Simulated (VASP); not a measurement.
Level of theory: PBE GGA, VASP's PBE PAW potentials (set 64) (plane waves; VASP).

Input for VASP

### POSCAR
```
Zr2N
10.9939260
  0.4080717844   0.0000000000   0.0000000000
 -0.2040358467   0.3534005050   0.0000000000
  0.0000000000   0.0000000000   0.5000000000
N Zr
2 4
Direct
  0.3343510000   0.6693860000   0.2568560000
  0.6717650000   0.3371590000   0.7519320000
 -0.0059120000   0.0029040000  -0.0021640000
  0.0024170000   0.0019700000   0.4994880000
  0.3305340000   0.6559710000   0.7449510000
  0.6668440000   0.3326110000   0.2489360000
```

INCAR:
```
# general
SYSTEM  = Zr2N
PREC    = Accurate
ENCUT   = 400
LREAL   = F
LASPH   = T

# electronic loop
EDIFF   = 1E-6
NELM    = 100
ALGO    = Normal
LMAXMIX = 4

# smearing
ISMEAR  = 0
SIGMA   = 0.05

# functional
GGA     = PE

# ions
ISIF    = 2

# output
LWAVE   = F
LCHARG  = F
```

KPOINTS:
```
kpoints
0
gamma
1 1 1
0 0 0
```

POTCAR, in this order: N Zr_sv (PBE.64 set). Program: vasp_std.

The resulting files:

### OUTCAR
```
 ion  position               nearest neighbor table
   1  0.334  0.669  0.257-   6 2.58   6 2.59   6 2.60   5 2.68   5 2.81
   2  0.672  0.337  0.752-   5 2.56   5 2.57   5 2.65   6 2.73   6 2.77
   3  0.994  0.003  0.998-   4 2.74   4 2.76   5 2.89   6 2.90   5 2.93   6 2.95   6 2.96   5 3.00
  LATTYP: Found a hexagonal cell.
 ALAT       =     4.4863110000
 C/A-ratio  =     1.2252746187
 Subroutine PRICEL returns:
 Original cell was already a primitive cell.
 Subroutine GETGRP returns: Found  1 space group operations
The static configuration has the point symmetry C_1 .
The dynamic configuration has the point symmetry C_1 .
 Subroutine INISYM returns: Found  1 space group operations
 Subroutine IBZKPT returns following result:
 Found      1 irreducible k-points:

 Following reciprocal coordinates:
            Coordinates               Weight
  0.000000  0.000000  0.000000      1.000000
   k-points           NKPTS =      1   k-points in BZ     NKDIM =      1   number of bands    NBANDS=     34
   number of dos      NEDOS =    301   number of ions     NIONS =      6
   total plane-waves  NPLWV =  32400
   dimension x,y,z NGX =    30 NGY =   30 NGZ =   36
   dimension x,y,z NGXF=    60 NGYF=   60 NGZF=   72
   ions per type =               2   4
   PREC   = accura    normal or accurate (medium, high low for compatibility)
   ISTART =      0    job   : 0-new  1-cont  2-samecut
   ICHARG =      2    charge: 1-file 2-atom 10-const
   ISPIN  =      1    spin polarized calculation?
   LNONCOLLINEAR =      F non collinear calculations
   LSORBIT =      F    spin-orbit coupling
   INIWAV =      1    electr: 0-lowe 1-rand  2-diag
   ENCUT  =  400.0 eV  29.40 Ry    5.42 a.u.   7.32  7.32  8.96*2*pi/ulx,y,z
   NELM   =    100;   NELMIN=  2; NELMDL= -5     # of ELM steps
   EDIFF  = 0.1E-05   stopping-criterion for ELM
   LREAL  =      F    real-space projection
   NLSPLINE    = F    spline interpolate recip. space projectors
   LMAXMIX     =    4 max onsite mixed and CHGCAR
   VOSKOWN=      0    Vosko Wilk Nusair interpolation
   EDIFFG = 0.1E-04   stopping-criterion for IOM
   NSW    =      0    number of steps for IOM
   NBLOCK =      1;   KBLOCK =      1    inner block; outer block
   IBRION =     -1    ionic relax: 0-MD 1-quasi-New 2-CG
   NFREE  =      0    steps in history (QN), initial steepest desc. (CG)
   ISIF   =      2    stress and relaxation
   ISYM   =      2    0-nonsym 1-usesym 2-fastsym
   TEIN   =    0.0    initial temperature
   TEBEG  =    0.0;   TEEND  =   0.0 temperature during run
   SMASS  =  -3.00    Nose mass-parameter (am)
   PSTRESS=    0.0 pullay stress
   NELECT =      58.0000    total number of electrons
   EFERMI =   0.00;   METHOD = LEGACY
   ISMEAR =     0;   SIGMA  =   0.05  broadening in eV -4-tet -1-fermi 0-gaus
   IALGO  =     38    algorithm
   LDIAG  =      T    sub-space diagonalisation (order eigenvalues)
   IMIX   =      4    mixing-type and parameters
     AMIX     =   0.40;   BMIX     =  1.00
     AMIX_MAG =   1.60;   BMIX_MAG =  1.00
     AMIN     =   0.10
   GGA     = PE    functional components
   VOSKOWN =     0    Vosko Wilk Nusair interpolation
   LHFCALC =     F    Hartree Fock is set to
   LHFONE  =     F    Hartree Fock one center treatment
   AEXX    =    0.0000 exact exchange contribution
   IVDW    =     0    specifies the selected vdW correction
   LEPSILON=     F    determine dielectric tensor
   LRPA    =     F    only Hartree local field effects (RPA)
  energy-cutoff  :      400.00
  volume of cell :       95.81
      direct lattice vectors                 reciprocal lattice vectors
     4.486311000  0.000000000  0.000000000     0.222900285  0.128691521  0.000000000
    -2.243155000  3.885259000  0.000000000     0.000000000  0.257383099  0.000000000
     0.000000000  0.000000000  5.496963000     0.000000000  0.000000000  0.181918634
 k-point     1 :   0.0000 0.0000 0.0000  plane waves:    1751
 maximum number of plane-waves:      1751
```

OSZICAR:
```
       N       E                     dE             d eps       ncg     rms          rms(c)
DAV:   1     0.514593919603E+03    0.51459E+03   -0.27886E+04    68   0.143E+03
DAV:   2    -0.161031048535E+02   -0.53070E+03   -0.52482E+03    78   0.439E+02
DAV:   3    -0.587790689282E+02   -0.42676E+02   -0.42452E+02   112   0.102E+02
DAV:   4    -0.608388301594E+02   -0.20598E+01   -0.20321E+01   104   0.208E+01
DAV:   5    -0.609351431833E+02   -0.96313E-01   -0.96271E-01    96   0.368E+00    0.316E+01
DAV:   6    -0.569781936917E+02    0.39569E+01   -0.48572E+01    88   0.239E+01    0.187E+01
DAV:   7    -0.559737596143E+02    0.10044E+01   -0.18166E+01   104   0.118E+01    0.101E+01
DAV:   8    -0.558585576763E+02    0.11520E+00   -0.14856E+00    96   0.563E+00    0.226E+00
DAV:   9    -0.558425470055E+02    0.16011E-01   -0.75484E-01   112   0.277E+00    0.189E+00
DAV:  10    -0.558235535917E+02    0.18993E-01   -0.83340E-02    80   0.106E+00    0.963E-01
DAV:  11    -0.558194741486E+02    0.40794E-02   -0.12096E-02    96   0.498E-01    0.491E-01
DAV:  12    -0.558191525690E+02    0.32158E-03   -0.85765E-03   104   0.370E-01    0.196E-01
DAV:  13    -0.558191621476E+02   -0.95786E-05   -0.20060E-03    96   0.143E-01    0.149E-01
DAV:  14    -0.558190753917E+02    0.86756E-04   -0.91772E-04    96   0.101E-01    0.522E-02
DAV:  15    -0.558190716925E+02    0.36992E-05   -0.12386E-04   104   0.562E-02    0.504E-02
DAV:  16    -0.558190624881E+02    0.92044E-05   -0.29971E-05    88   0.281E-02    0.111E-02
DAV:  17    -0.558190628358E+02   -0.34762E-06   -0.35927E-06    64   0.103E-02
   1 F= -.55819063E+02 E0= -.55796106E+02  d E =-.459144E-01
```

**OUTCAR**
```
------------------------ aborting loop because EDIFF is reached ----------------------------------------
  FORCE on cell =-STRESS in cart. coord.  units (eV):
  Direction    XX          YY          ZZ          XY          YZ          ZX
  --------------------------------------------------------------------------------------
  Total      -22.2296094    -21.7574272     -7.3492166      0.1523965     -0.0041058     -0.0108814
  in kB     -371.7151382   -363.8194864   -122.8908255      2.5483167     -0.0686553     -0.1819539
  external PRESSURE =    -286.1418167 kB  Pullay stress =       0.0000000 kB
  volume of cell :       95.81
      direct lattice vectors                 reciprocal lattice vectors
     4.486311000  0.000000000  0.000000000     0.222900285  0.128691521  0.000000000
    -2.243155000  3.885259000  0.000000000     0.000000000  0.257383099  0.000000000
     0.000000000  0.000000000  5.496963000     0.000000000  0.000000000  0.181918634
 POSITION                                       TOTAL-FORCE (eV/Angst)
 -----------------------------------------------------------------------------------
     -0.00153      2.60074      1.41193        -0.084183     -0.077433      0.085282
      2.25745      1.30995      4.13334        -0.034867     -0.085323      0.033394
      4.45327      0.01128      5.48507         0.807234     -0.434903      0.069749
      0.00642      0.00765      2.74567        -0.186039     -0.365054     -0.310030
      0.01143      2.54862      4.09497        -0.279029      0.676518      0.153603
      2.24557      1.29228      1.36839        -0.223115      0.286196     -0.031997
 -----------------------------------------------------------------------------------
    total drift:                                0.000056     -0.000020     -0.000056
  FREE ENERGIE OF THE ION-ELECTRON SYSTEM (eV)
  ---------------------------------------------------
  free  energy   TOTEN  =       -55.8190628358 eV

  energy  without entropy=      -55.7731484781  energy(sigma->0) =      -55.79610566
```
(Selected blocks of OUTCAR.)

At this cut-off the stress carries a Pulay error, which pulls relaxed volumes low.

The structure was generated: Zr2N was put into an ordered model structure, which need not be its known phase. The cell was not relaxed at this level, atoms are displaced from their ideal sites. The k-mesh is coarse (spacing up to 1.62 per Å, 2π included), so the numbers may not be converged in it. The run is one of a series of settings (KPOINTS 1×1×1 Γ-centred mesh against the base run), some of them coarse on purpose.
